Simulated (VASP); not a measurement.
Level of theory: PBE GGA, VASP's PBE PAW potentials (set 64) (plane waves; VASP).

The input files of a VASP run:

### POSCAR
```
BAs
1
    0.0000000000     2.3900000000     2.3900000000
    2.3900000000     0.0000000000     2.3900000000
    2.3900000000     2.3900000000     0.0000000000
B As
1 1
Direct
  0.0000000000   0.0000000000   0.0000000000
  0.2500000000   0.2500000000   0.2500000000
```

### INCAR
```
ALGO = Normal
EDIFF = 1E-6
ENCUT = 520
GGA = PE
ISIF = 2
ISMEAR = 0
KGAMMA = .TRUE.
KSPACING = 0.16
LASPH = .TRUE.
LCHARG = .FALSE.
LMAXMIX = 4
LREAL = .FALSE.
LWAVE = .FALSE.
NELM = 100
PREC = Accurate
SIGMA = 0.05
SYSTEM = BAs
```

POTCAR, in this order: B As (PBE.64 set). Program: vasp_std.

The resulting files:

### OSZICAR
```
       N       E                     dE             d eps       ncg     rms          rms(c)
DAV:   1     0.125644566508E+02    0.12564E+02   -0.39542E+03  1920   0.886E+02
DAV:   2    -0.117146184541E+02   -0.24279E+02   -0.23515E+02  3000   0.107E+02
DAV:   3    -0.120428426476E+02   -0.32822E+00   -0.32822E+00  2136   0.165E+01
DAV:   4    -0.120433362624E+02   -0.49361E-03   -0.49361E-03  2944   0.689E-01
DAV:   5    -0.120433364732E+02   -0.21079E-06   -0.21079E-06  2104   0.861E-03    0.492E+00
DAV:   6    -0.114727961556E+02    0.57054E+00   -0.18350E+00  2016   0.701E+00    0.244E+00
DAV:   7    -0.114142321457E+02    0.58564E-01   -0.20551E-01  2744   0.274E+00    0.955E-01
DAV:   8    -0.114073504250E+02    0.68817E-02   -0.21608E-02  2080   0.103E+00    0.116E-01
DAV:   9    -0.114076729976E+02   -0.32257E-03   -0.59123E-04  2528   0.198E-01    0.667E-02
DAV:  10    -0.114078555025E+02   -0.18250E-03   -0.29157E-04  2304   0.126E-01    0.164E-02
DAV:  11    -0.114078610804E+02   -0.55778E-05   -0.11162E-05  2856   0.264E-02    0.139E-02
DAV:  12    -0.114078606779E+02    0.40252E-06   -0.24841E-06  2016   0.110E-02
   1 F= -.11407861E+02 E0= -.11407861E+02  d E =-.235002E-16
```

**OUTCAR**
```
------------------------ aborting loop because EDIFF is reached ----------------------------------------
  FORCE on cell =-STRESS in cart. coord.  units (eV):
  Direction    XX          YY          ZZ          XY          YZ          ZX
  --------------------------------------------------------------------------------------
  Total        0.5374745      0.5374745      0.5374745      0.0000000      0.0000000      0.0000000
  in kB       31.5387713     31.5387713     31.5387713      0.0000000      0.0000000      0.0000000
  external PRESSURE =      31.5387713 kB  Pullay stress =       0.0000000 kB
  volume of cell :       27.30
      direct lattice vectors                 reciprocal lattice vectors
     0.000000000  2.390000000  2.390000000    -0.209205021  0.209205021  0.209205021
     2.390000000  0.000000000  2.390000000     0.209205021 -0.209205021  0.209205021
     2.390000000  2.390000000  0.000000000     0.209205021  0.209205021 -0.209205021
  FREE ENERGIE OF THE ION-ELECTRON SYSTEM (eV)
  ---------------------------------------------------
  free  energy   TOTEN  =       -11.4078606779 eV

  energy  without entropy=      -11.4078606779  energy(sigma->0) =      -11.40786068
```
(Selected blocks of OUTCAR.)

The compound is BAs in the zinc blende structure. The cell was not relaxed at this level. The run is one of a series of settings (KGAMMA = .TRUE., KSPACING = 0.16, KPOINTS file removed against the base run), some of them coarse on purpose.
